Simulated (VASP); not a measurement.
Consider the following.

```
CELL_PARAMETERS angstrom
      3.83427     0.00000     0.00000
      0.00000    12.16167     0.00000
      0.00000     0.00000    24.76720
ATOMIC_POSITIONS crystal
  La 0.58333 0.00000 0.41150
  La 0.58333 0.50000 0.41150
  La 0.58333 0.25000 0.32301
  La 0.08333 0.75000 0.36726
  La 0.08333 0.00000 0.54425
  La 0.08333 0.50000 0.54425
  La 0.08333 0.25000 0.45575
  La 0.58333 0.75000 0.50000
  La 0.58333 0.00000 0.67699
  La 0.58333 0.50000 0.67699
  La 0.58333 0.25000 0.58850
  La 0.08333 0.75000 0.63274
```

Calculation: LDA (Ceperley-Alder, Perdew-Zunger), VASP's LDA PAW potentials (set 64) (plane waves; VASP). Settings: 300 eV cut-off, 7×3×1 Γ-centred mesh, Gaussian smearing of 0.14 eV, potentials La.

At this cut-off the stress carries a Pulay error, which pulls relaxed volumes low. The cell holds a wide vacuum, so values per volume refer to the whole cell.

**Question.** Which forces act on the atoms, in eV/Å?

**Answer.** 
| atom | Fx | Fy | Fz |
|---|---|---|---|
| La1 | 0.000 | 0.054 | 0.327 |
| La2 | 0.000 | -0.054 | 0.327 |
| La3 | 0.000 | 0.000 | 0.737 |
| La4 | 0.000 | 0.000 | 0.453 |
| La5 | 0.000 | 0.002 | 0.098 |
| La6 | 0.000 | -0.002 | 0.098 |
| La7 | 0.000 | 0.000 | -0.230 |
| La8 | 0.000 | 0.000 | -0.073 |
| La9 | 0.000 | -0.106 | -0.745 |
| La10 | 0.000 | 0.106 | -0.745 |
| La11 | 0.000 | 0.000 | -0.068 |
| La12 | 0.000 | 0.000 | -0.180 |

**Question.** Give the stress tensor in GPa (positive for a compressed cell).

**Answer.** 
```
-2.54   0.00   0.00
 0.00  -2.14   0.00
 0.00   0.00  -1.86
```
The pressure is its mean diagonal, -2.18 GPa.

The cell is a sheet with vacuum, built from a database entry that may be metastable or hypothetical.
